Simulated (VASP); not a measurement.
Runs of VASP 6.6.1 on Cl2. The cell holds a molecule in a box, 2 atoms: a = 12.000 Å, b = 12.500 Å, c = 13.000 Å, α = 90.00°, β = 90.00°, γ = 90.00°. 

```tsv
level	cutoff (eV)	grid for exact exchange (PRECFOCK)	screening parameter	gap on the mesh (eV)	largest force (eV/Å)
PBEsol	600	-	-	3.03	0.26
PBEsol	450	-	-	3.03	0.26
r2SCAN	450	-	-	(b)	(a)
PBEsol	300	-	-	3.03	0.25
HSE06	450	Fast	0.2 1/A	4.79	0.56
```

Alike in all rows: task single point; potentials or basis VASP PAW PBE potentials, release 64 (Cl); no spin polarisation; cell as given; k mesh 1 × 1 × 1; smearing gaussian 0.01 eV.

**Question.** Fill in the values left out.

**Answer.** (a) 0.27; (b) 3.46.

Caveats: the PAW data sets were made with another functional, which shifts forces and pressure a little.

Runs at the PBE level aren't shown here.
